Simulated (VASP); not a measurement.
Input of a VASP 6.6.1 run:

File INCAR:

```
SYSTEM = BN
  ALGO = Normal
  EDIFF = 1E-6
  ENCUT = 520
  GGA = PE
  ICORELEVEL = 1
  ISIF = 2
  ISMEAR = 0
  IVDW = 12
  LASPH = .TRUE.
  LCHARG = .FALSE.
  LREAL = .FALSE.
  LWAVE = .FALSE.
  NBANDS = 16
  NELM = 80
  PREC = Accurate
  SIGMA = 0.03
```

File KPOINTS:

```
k-points
0
G
  12 12 4
  0 0 0
```

The input POSCAR:

```
BN                                      
1.0
    2.5065024833     -0.0000000000      0.0000000000
   -1.2532512416      2.1706948204      0.0000000000
    0.0000000000      0.0000000000      6.5737414852
  B               N             
     2     2
Direct
     0.3333333300000021    0.6666666699999979    0.2500000000000000
     0.6666666699999979    0.3333333300000021    0.7500000000000000
     0.3333333300000021    0.6666666699999979    0.7500000000000000
     0.6666666699999979    0.3333333300000021    0.2500000000000000
```

Contents of KPOINTS_OPT:

```
explicit points
141
Reciprocal
 0.0000000000  0.0000000000  0.0000000000 1
 0.0357142857  0.0000000000  0.0000000000 1
 0.0714285714  0.0000000000  0.0000000000 1
 0.1071428571  0.0000000000  0.0000000000 1
 0.1428571429  0.0000000000  0.0000000000 1
 0.1785714286  0.0000000000  0.0000000000 1
[... 133 lines left out ...]
 0.5000000000  0.0000000000  0.5000000000 1
 0.5000000000  0.0000000000  0.0000000000 1
```

Potentials or basis: VASP PAW PBE potentials, release 64 (B, N).

The run is started by

```console
$ cat potpaw_PBE.64/B/POTCAR potpaw_PBE.64/N/POTCAR > POTCAR
$ mpirun -np 1 vasp_std > vasp.out
```

Problem. What does it give for the dispersion energy per atom?

Solution. -0.143 eV.

Problem. What does it give for the pressure?

Solution. 0.1 GPa.

Core levels (eV, on the scale of the bands):
```tsv
atom	levels
1 B	1s -169.5
2 B	1s -169.5
3 N	1s -372.2
4 N	1s -372.2
```
